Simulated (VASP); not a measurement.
# KSiTe2 (P-3m1) in VASP: reference runs

How does KSiTe2 come out in PBE? The cell is run as given.

Program: VASP 6.6.1. These are calculated values, not measurements. Logs are shortened: lines on timing, memory, paths and dates and some standing lists are left out, and cuts for length are marked.

## (1) The crystal as given

Symmetry: P-3m1, No. 164, trigonal system. Conventional cell: a = 4.120 Å, b = 4.120 Å, c = 8.319 Å, α = 90.00°, β = 90.00°, γ = 120.00°. K (site symmetry -3m) is surrounded by 6 Te at 3.54 Å. Si (site symmetry -3m) is surrounded by 6 Te at 2.83 Å. Te (site symmetry 3m) is surrounded by 3 Si at 2.83 Å.

The cell was built by a generator and needn't be a form met in nature.

## (2) Single point, PBE

The input, INCAR:

```
SYSTEM = KSiTe2
ALGO = Normal
EDIFF = 1E-7
ENCUT = 520
GGA = PE
ISIF = 2
ISMEAR = -1
LASPH = .TRUE.
LCHARG = .FALSE.
LREAL = .FALSE.
LWAVE = .FALSE.
NBANDS = 20
NELM = 80
PREC = Accurate
SIGMA = 0.05
```

The input, KPOINTS:

```
k-points
0
G
  8 8 4
  0 0 0
```

The input, POSCAR:

```
KSiTe2
1.0
    4.1198900000      0.0000000000      0.0000000000
   -2.0599400000      3.5679300000      0.0000000000
    0.0000000000      0.0000000000      8.3186500000
K Si Te
1 1 2
Direct
    0.0000000000      0.0000000000      0.5000000000
    0.0000000000      0.0000000000      0.0000000000
    0.6666700000      0.3333300000      0.8146100000
    0.3333300000      0.6666700000      0.1853900000
```

Potentials or basis: VASP PAW PBE potentials, release 64 (K_sv, Si, Te).

Launch:

```sh
> cat potpaw_PBE.64/K_sv/POTCAR potpaw_PBE.64/Si/POTCAR potpaw_PBE.64/Te/POTCAR > POTCAR
> mpirun -np 1 vasp_std > vasp.out
```

OUTCAR:

```text
SYSTEM = KSiTe2
   EDIFF = 1E-7
   ENCUT = 520
   GGA = PE
   ISIF = 2
   ISMEAR = -1
   LASPH = .TRUE.
   LREAL = .FALSE.
   NELM = 80
   PREC = Accurate

 ion  position               nearest neighbor table
   1  0.000  0.000  0.500-   3 3.54   4 3.54   4 3.54   3 3.54   3 3.54   4 3.54
   2  0.000  0.000  0.000-   3 2.83   4 2.83   4 2.83   3 2.83   3 2.83   4 2.83
   3  0.667  0.333  0.815-   2 2.83   2 2.83   2 2.83   1 3.54   1 3.54   1 3.54
   4  0.333  0.667  0.185-   2 2.83   2 2.83   2 2.83   1 3.54   1 3.54   1 3.54

  LATTYP: Found a hexagonal cell.
 ALAT       =     4.1198900000
 C/A-ratio  =     2.0191437150

  Lattice vectors:

 A1 = (   4.1198900000,   0.0000000000,   0.0000000000)
 A2 = (  -2.0599400000,   3.5679300000,   0.0000000000)
 A3 = (   0.0000000000,   0.0000000000,   8.3186500000)

Analysis of symmetry for initial positions (statically):
=====================================================================
 Subroutine PRICEL returns:
 Original cell was already a primitive cell.

 Routine SETGRP: Setting up the symmetry group for a
 hexagonal supercell.

 Subroutine GETGRP returns: Found  4 space group operations
 (whereof  4 operations were pure point group operations)
 out of a pool of 24 trial point group operations.

The static configuration has the point symmetry C_2h.

Analysis of symmetry for dynamics (positions and initial velocities):
=====================================================================
 Subroutine PRICEL returns:
 Original cell was already a primitive cell.

 Routine SETGRP: Setting up the symmetry group for a
 hexagonal supercell.

 Subroutine GETGRP returns: Found  4 space group operations
 (whereof  4 operations were pure point group operations)
 out of a pool of 24 trial point group operations.

The dynamic configuration has the point symmetry C_2h.

 Subroutine INISYM returns: Found  4 space group operations
 (whereof  4 operations are pure point group operations),
 and found     1 'primitive' translations

----------------------------------------------------------------------------------------

                                     Primitive cell

  volume of cell :     122.2798

  direct lattice vectors                    reciprocal lattice vectors
     4.119890000  0.000000000  0.000000000     0.242724927  0.140136938  0.000000000
    -2.059940000  3.567930000  0.000000000     0.000000000  0.280274557  0.000000000
     0.000000000  0.000000000  8.318650000     0.000000000  0.000000000  0.120211813

  length of vectors
     4.119890000  4.119888019  8.318650000     0.280274422  0.280274557  0.120211813

  position of ions in fractional coordinates (direct lattice)
     0.000000000  0.000000000  0.500000000
     0.000000000  0.000000000  0.000000000
     0.666670000  0.333330000  0.814610000
     0.333330000  0.666670000  0.185390000

  ion indices of the primitive-cell ions
   primitive index   ion index
                 1           1
                 2           2
                 3           3
                 4           4

----------------------------------------------------------------------------------------

 KPOINTS: k-points

Automatic generation of k-mesh.
 Grid dimensions read from file:
 generate k-points for:    8    8    4

 Generating k-lattice:

  Cartesian coordinates                     Fractional coordinates (reciprocal lattice)
     0.030340616  0.017517117  0.000000000     0.125000000  0.000000000  0.000000000
     0.000000000  0.035034320  0.000000000     0.000000000  0.125000000  0.000000000
     0.000000000  0.000000000  0.030052953     0.000000000  0.000000000  0.250000000

  Length of vectors
     0.035034303  0.035034320  0.030052953

  Shift w.r.t. Gamma in fractional coordinates (k-lattice)
     0.000000000  0.000000000  0.000000000

 Subroutine IBZKPT returns following result:
 ===========================================

 Found     78 irreducible k-points:

 Following reciprocal coordinates:
            Coordinates               Weight
  0.000000  0.000000  0.000000      1.000000
  0.125000  0.000000  0.000000      4.000000
 -0.125000  0.125000  0.000000      2.000000
  0.250000  0.000000  0.000000      4.000000
 -0.250000  0.250000  0.000000      2.000000
  0.375000  0.000000  0.000000      4.000000
[... 16 lines left out ...]
  0.125000  0.000000  0.250000      4.000000
  0.000000  0.125000  0.250000      4.000000
 [... further k-points ...]
   k-points           NKPTS =     78   k-points in BZ     NKDIM =     78   number of bands    NBANDS=     20
   number of dos      NEDOS =    301   number of ions     NIONS =      4
   total plane-waves  NPLWV =  65536
   dimension x,y,z NGX =    32 NGY =   32 NGZ =   64
   dimension x,y,z NGXF=    64 NGYF=   64 NGZF=  128
   ions per type =               1   1   2
   NGX,Y,Z   is equivalent  to a cutoff of  12.91, 12.91, 12.79 a.u.
   NGXF,Y,Z  is equivalent  to a cutoff of  25.83, 25.83, 25.58 a.u.
 SYSTEM =  KSiTe2
   PREC   = accura    normal or accurate (medium, high low for compatibility)
   ISTART =      0    job   : 0-new  1-cont  2-samecut
   ICHARG =      2    charge: 1-file 2-atom 10-const
   ISPIN  =      1    spin polarized calculation?
   LNONCOLLINEAR =      F non collinear calculations
   LSORBIT =      F    spin-orbit coupling
   LASPH  =      T    aspherical Exc in radial PAW
   ENCUT  =  520.0 eV  38.22 Ry    6.18 a.u.   7.66  7.66 15.47*2*pi/ulx,y,z
   NELM   =     80;   NELMIN=  2; NELMDL= -5     # of ELM steps
   EDIFF  = 0.1E-06   stopping-criterion for ELM
   LREAL  =      F    real-space projection
   EDIFFG = 0.1E-05   stopping-criterion for IOM
   NSW    =      0    number of steps for IOM
   IBRION =     -1    ionic relax: 0-MD 1-quasi-New 2-CG
   NFREE  =      0    steps in history (QN), initial steepest desc. (CG)
   ISIF   =      2    stress and relaxation
   ISYM   =      2    0-nonsym 1-usesym 2-fastsym
   POTIM  = 0.5000    time-step for ionic-motion
   TEBEG  =    0.0;   TEEND  =   0.0 temperature during run
   PSTRESS=    0.0 pullay stress
   NELECT =      25.0000    total number of electrons
   NUPDOWN=      -1.0000    fix difference up-down
   EMIN   =  10.00;   EMAX   =-10.00  energy-range for DOS
   EFERMI =   0.00;   METHOD = LEGACY
   ISMEAR =    -1;   SIGMA  =   0.05  broadening in eV -4-tet -1-fermi 0-gaus
   EFERMI_NEDOS =   21; number of points for ismear=-14 and -15
   IALGO  =     38    algorithm
   IMIX   =      4    mixing-type and parameters
     AMIX     =   0.40;   BMIX     =  1.00
     AMIX_MAG =   1.60;   BMIX_MAG =  1.00
  volume/ion in A,a.u.               =      30.57       206.30
  Fermi-wavevector in a.u.,A,eV,Ry     =   0.964428  1.822505 12.655075  0.930122
  Thomas-Fermi vector in A             =   2.094059
   LORBIT       =      0    0 simple, 1 ext, 2 COOP (PROOUT), +10 PAW based schemes
   GGA     = PE    functional components
   LHFCALC =     F    Hartree Fock is set to
   AEXX    =    0.0000 exact exchange contribution
   IVDW    =     0    specifies the selected vdW correction
   LEPSILON=     F    determine dielectric tensor
   LRPA    =     F    only Hartree local field effects (RPA)
 non-spin polarized calculation
  energy-cutoff  :      520.00
  volume of cell :      122.28
 maximum number of plane-waves:      3337
   NGX = 15   NGY = 15   NGZ = 31

 number of electron      25.0000000 magnetization

 Free energy of the ion-electron system (eV)
  ---------------------------------------------------
  ext. energy  EPLUGINS =         0.00000000
  ---------------------------------------------------
  free energy    TOTEN  =       -14.00651878 eV

  energy without entropy =      -13.98493287  energy(sigma->0) =      -13.99572582

 E-fermi :   4.7325     XC(G=0):  -8.7249

 val. band max:        4.7214170312   @ k =  -0.2500   0.2500   0.2500
 cond. band min:       4.7529099309   @ k =  -0.1250   0.3750   0.2500
 fundamental gap:      0.0314928997
 Fermi energy:         4.7324706079

 k-point     1 :       0.0000    0.0000    0.0000
  band No.  band energies     occupation
      1     -26.4018      2.00000
      2      -9.9329      2.00000
      3      -9.8536      2.00000
      4      -9.8536      2.00000
      5      -8.0765      2.00000
      6      -6.3741      2.00000
[... 12 lines left out ...]
     19       9.9192      0.00000
     20      10.0114      0.00000

 k-point     2 :       0.1250    0.0000    0.0000
  band No.  band energies     occupation
      1     -26.3995      2.00000
      2      -9.9212      2.00000
      3      -9.8868      2.00000
      4      -9.8603      2.00000
      5      -7.9278      2.00000
      6      -6.3046      2.00000
[... 12 lines left out ...]
     19       9.7445      0.00000
     20      10.1080      0.00000

 k-point     3 :      -0.1250    0.1250    0.0000
  band No.  band energies     occupation
      1     -26.3995      2.00000
      2      -9.9212      2.00000
      3      -9.8868      2.00000
      4      -9.8603      2.00000
      5      -7.9278      2.00000
      6      -6.3046      2.00000
[... 12 lines left out ...]
     19       9.7445      0.00000
     20      10.1080      0.00000

 k-point     4 :       0.2500    0.0000    0.0000
  band No.  band energies     occupation
      1     -26.3939      2.00000
      2      -9.9643      2.00000
      3      -9.8929      2.00000
      4      -9.8765      2.00000
      5      -7.5043      2.00000
      6      -6.1368      2.00000
[... 429 lines left out ...]
 k-point    23 :       0.1250    0.0000    0.2500
  band No.  band energies     occupation
      1     -26.3995      2.00000
      2      -9.9279      2.00000
      3      -9.8865      2.00000
      4      -9.8603      2.00000
      5      -7.8889      2.00000
      6      -6.3593      2.00000
[... 12 lines left out ...]
     19       9.7404      0.00000
     20      10.1616      0.00000

 k-point    24 :       0.0000    0.1250    0.2500
  band No.  band energies     occupation
      1     -26.3995      2.00000
      2      -9.9281      2.00000
      3      -9.8864      2.00000
      4      -9.8603      2.00000
      5      -7.8876      2.00000
      6      -6.3615      2.00000
[... 12 lines left out ...]
     19       9.8576      0.00000
     20      10.2143      0.00000

 [... further k-points ...]

------------------------ aborting loop because EDIFF is reached ----------------------------------------

  FORCE on cell =-STRESS in cart. coord.  units (eV):
  Direction    XX          YY          ZZ          XY          YZ          ZX
  --------------------------------------------------------------------------------------
  -------------------------------------------------------------------------------------
  Total        0.0691297      0.0690094     -0.0486676     -0.0001041     -0.0000998      0.0001729
  in kB        0.9057753      0.9041988     -0.6376700     -0.0013643     -0.0013078      0.0022651
  external PRESSURE =       0.3907680 kB  Pullay stress =       0.0000000 kB

 VOLUME and BASIS-vectors are now :
 -----------------------------------------------------------------------------
  energy-cutoff  :      520.00
  volume of cell :      122.28
      direct lattice vectors                 reciprocal lattice vectors
     4.119890000  0.000000000  0.000000000     0.242724927  0.140136938  0.000000000
    -2.059940000  3.567930000  0.000000000     0.000000000  0.280274557  0.000000000
     0.000000000  0.000000000  8.318650000     0.000000000  0.000000000  0.120211813

 POSITION                                       TOTAL-FORCE (eV/Angst)
 -----------------------------------------------------------------------------------
      0.00000      0.00000      4.15932         0.000000      0.000000      0.000000
      0.00000      0.00000      0.00000         0.000000      0.000000      0.000000
      2.05997      1.18930      6.77646        -0.000086      0.000050      0.002028
     -0.00002      2.37863      1.54219         0.000086     -0.000050     -0.002028
 -----------------------------------------------------------------------------------
    total drift:                               -0.000000      0.000000      0.000000

  FREE ENERGIE OF THE ION-ELECTRON SYSTEM (eV)
  ---------------------------------------------------
  free  energy   TOTEN  =       -14.0065187764 eV

  energy  without entropy=      -13.9849328655  energy(sigma->0) =      -13.99572582
```

Run time: 2.4 min. Hardware: 1 thread of Intel Xeon Platinum 8488C (Sapphire Rapids), shared host; peak memory 0.37 GiB.

What came out:

```yaml
Free_energy: -14.0065 eV
Pressure: 0.0 GPa
Band_gap_on_the_k_mesh: none (metal or under the smearing width)
```

Forces on the atoms (eV/Å):
```
K    0.000  0.000  0.000
Si   0.000  0.000  0.000
Te   0.000  0.000  0.002
Te   0.000  0.000 -0.002
```

Levels at points of the mesh, in eV from the Fermi level:
| k point | band 10 | band 11 | band 12 | band 13 | band 14 | band 15 |
| --- | --- | --- | --- | --- | --- | --- |
| (0.00, 0.00, 0.00) | -1.50 | -1.06 | -1.06 | -0.92 | 1.48 | 1.96 |
| (0.50, 0.00, 0.00) | -3.10 | -1.94 | -1.26 | -1.17 | 1.95 | 3.07 |
| (0.50, 0.50, 0.00) | -3.10 | -1.94 | -1.26 | -1.17 | 1.95 | 3.07 |
| (0.00, 0.00, 0.50) | -1.53 | -1.01 | -1.01 | -0.26 | 1.32 | 2.16 |
| (0.50, 0.00, 0.50) | -3.15 | -1.64 | -1.12 | -1.11 | 1.59 | 2.58 |
| (0.50, 0.50, 0.50) | -3.15 | -1.64 | -1.12 | -1.11 | 1.59 | 2.58 |
